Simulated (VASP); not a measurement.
Consider the following.

```cif
data_Pt3Ti
_chemical_formula_sum 'Ti1 Pt3'
_space_group_name_H-M_alt 'P 1'
_space_group_IT_number 1
_cell_length_a 3.94530
_cell_length_b 3.94530
_cell_length_c 3.94530
_cell_angle_alpha 90.000
_cell_angle_beta 90.000
_cell_angle_gamma 90.000
loop_
_space_group_symop_operation_xyz
  'x, y, z'
loop_
_atom_site_label
_atom_site_type_symbol
_atom_site_fract_x
_atom_site_fract_y
_atom_site_fract_z
_atom_site_occupancy
Ti1 Ti 0.00000 0.00000 0.00000 1
Pt1 Pt 0.00000 0.50000 0.50000 1
Pt2 Pt 0.50000 0.00000 0.50000 1
Pt3 Pt 0.50000 0.50000 0.00000 1
```

Method: PBE GGA, VASP's PBE PAW potentials (set 64) (plane waves; VASP). Numerical set-up: 480 eV cut-off, 8×8×8 Γ-centred mesh, first-order Methfessel-Paxton smearing of 0.10 eV, potentials Ti_sv Pt.

Each relaxation starts from this cell; other phases were not tried.

The cell is relaxed at 2 GPa. What happens?

The volume per atom goes from 15.35 to 15.24 Å³ (-0.7 %), and the cell becomes a = 3.936 Å, b = 3.936 Å, c = 3.936 Å, α = 90.00°, β = 90.00°, γ = 90.00°, space group Pm-3m.

Failed runs are left out, and for metals the shear rows, which the mesh's noise covers.

The compound is Pt3Ti in the L1_2 structure.
